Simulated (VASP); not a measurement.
Here is the system:

```xyz
1
Lattice="0.0000 2.0546 2.0546 2.0546 0.0000 2.0546 2.0546 2.0546 0.0000" Properties=species:S:1:pos:R:3 pbc="T T T"
Ti     0.0000     0.0000     0.0000
```

All values below come from r2SCAN meta-GGA, VASP's PBE PAW potentials (set 64) (plane waves; VASP). Numerical set-up: 400 eV cut-off, 17×17×17 Γ-centred mesh, tetrahedra with Blöchl corrections, potentials Ti_sv.

Give the energies of bands 5 to 9 at the high-symmetry points, in eV from the Fermi level.

```
band      Γ      X      U      L      W
----  -----  -----  -----  -----  -----
5     -6.44  -2.65  -1.75  -2.70  -1.56
6      1.00  -1.78  -1.29   0.46  -0.42
7      1.00   2.82   0.66   0.93  -0.42
8      1.00   3.90   2.87   0.93   2.39
9      2.81   4.07   3.65   3.83   4.07
```

It has no gap at this level: it comes out as a metal or semimetal.

The structure comes from a computed database's Ti entry (Fm-3m); how it stands against other phases isn't given here. The cell was not relaxed at this level.
